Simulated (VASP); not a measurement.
Crystal: MgO.

```
CELL_PARAMETERS angstrom
0.00000 2.10850 2.10850
2.10850 0.00000 2.10850
2.10850 2.10850 0.00000
ATOMIC_POSITIONS crystal
Mg 0.00000 0.00000 0.00000
O 0.50000 0.50000 0.50000
```

```yaml
Program: VASP 6.6.1
Task: relaxation of cell and atoms
Functional: PBE
Potentials_or_basis: VASP PAW PBE potentials, release 64 (Mg, O)
Cutoff: 520 eV
k_mesh: 4 × 4 × 4
Occupations: gaussian, width 0.02 eV
Spin: no spin polarisation
```

At the start: pressure 3.4 GPa; volume 9.37 Å³/atom.

**Question.** Where does the relaxation end?

**Answer.** Over 3 steps the energy falls by 2.1 meV/atom and the volume is 9.58 Å³/atom (+2.2 %); space group Fm-3m (No. 225, to 0.05 Å).

Step by step:
```tsv
step	energy change (eV)	largest force (eV/Å)	pressure (GPa)	volume (Å³)
1	0.0000	0.0000	3.40	18.75
2	-0.0037	0.0000	-1.10	19.29
3	-0.0042	0.0000	0.00	19.15
```

Final structure:
```yaml
crystal:
  lattice:
    - [0.00000, 2.12353, 2.12353]
    - [2.12353, 0.00000, 2.12353]
    - [2.12353, 2.12353, 0.00000]
  atoms:
    - { symbol: Mg, position: [0.00000, 0.00000, 0.00000] }
    - { symbol: O, position: [0.50000, 0.50000, 0.50000] }
```

Caveat: the k mesh is coarse (spacing up to 0.65 Å⁻¹), so the values aren't converged.
